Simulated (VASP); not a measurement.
OSZICAR of a VASP run on Y (space group P6_3/mmc):

### OSZICAR
```
       N       E                     dE             d eps       ncg     rms          rms(c)
DAV:   1     0.656655168777E+02    0.65666E+02   -0.88323E+03  4224   0.892E+02
DAV:   2    -0.684099174771E+01   -0.72507E+02   -0.71588E+02  5296   0.213E+02
DAV:   3    -0.129432087204E+02   -0.61022E+01   -0.60733E+01  7568   0.384E+01
DAV:   4    -0.130367614412E+02   -0.93553E-01   -0.93535E-01  4696   0.544E+00
DAV:   5    -0.130386458598E+02   -0.18844E-02   -0.18844E-02  6008   0.613E-01    0.343E+01
DAV:   6    -0.129224147225E+02    0.11623E+00   -0.72595E-01  4440   0.463E+00    0.212E+01
DAV:   7    -0.128254870648E+02    0.96928E-01   -0.69269E-01  5000   0.496E+00    0.714E+00
DAV:   8    -0.129025025151E+02   -0.77015E-01   -0.18004E-01  4984   0.252E+00    0.236E+00
DAV:   9    -0.129013484473E+02    0.11541E-02   -0.32536E-02  4920   0.936E-01    0.846E-01
DAV:  10    -0.129043005219E+02   -0.29521E-02   -0.24924E-02  4624   0.858E-01    0.417E-01
DAV:  11    -0.129059937934E+02   -0.16933E-02   -0.34273E-03  5560   0.311E-01    0.414E-01
DAV:  12    -0.129076404779E+02   -0.16467E-02   -0.19648E-03  5536   0.191E-01    0.381E-01
DAV:  13    -0.129090317987E+02   -0.13913E-02   -0.43503E-03  4328   0.212E-01    0.184E-01
DAV:  14    -0.129102966040E+02   -0.12648E-02   -0.80008E-03  4264   0.268E-01    0.168E-01
DAV:  15    -0.129104091786E+02   -0.11257E-03   -0.26673E-04  6544   0.630E-02    0.151E-01
DAV:  16    -0.129104715694E+02   -0.62391E-04   -0.71527E-05  4928   0.331E-02    0.781E-02
DAV:  17    -0.129105575228E+02   -0.85953E-04   -0.20472E-04  4888   0.575E-02    0.434E-02
DAV:  18    -0.129106396782E+02   -0.82155E-04   -0.82951E-04  4168   0.826E-02    0.241E-02
DAV:  19    -0.129106434703E+02   -0.37922E-05   -0.14063E-05  5192   0.164E-02    0.181E-02
DAV:  20    -0.129106456446E+02   -0.21743E-05   -0.84118E-05  4176   0.276E-02    0.234E-02
DAV:  21    -0.129106463321E+02   -0.68751E-06   -0.35937E-06  3624   0.752E-03
   1 F= -.12910646E+02 E0= -.12849113E+02  d E =-.123066E+00  mag=    -0.0006
```

Problem. Which electronic solver shows in the log?

Solution. It is blocked Davidson (ALGO = Normal, or the opening steps of other solvers). The INCAR had ALGO = Normal.

Problem. How was spin treated?

Solution. Collinear spin (ISPIN = 2): the summary line carries one mag value, 0.00 μB in the cell.

Problem. Can the final energy be trusted as converged?

Solution. The run converged. It stopped with EDIFF = 1E-6, NELM = 100 (PBE GGA, plane waves, VASP's PBE PAW potentials (set 64)).  The run has a spin-polarised start.

The structure comes from a computed database's Y entry; how it stands against other phases isn't given here. The cell was not relaxed at this level, and its volume differs by -5.9 % from the start's.
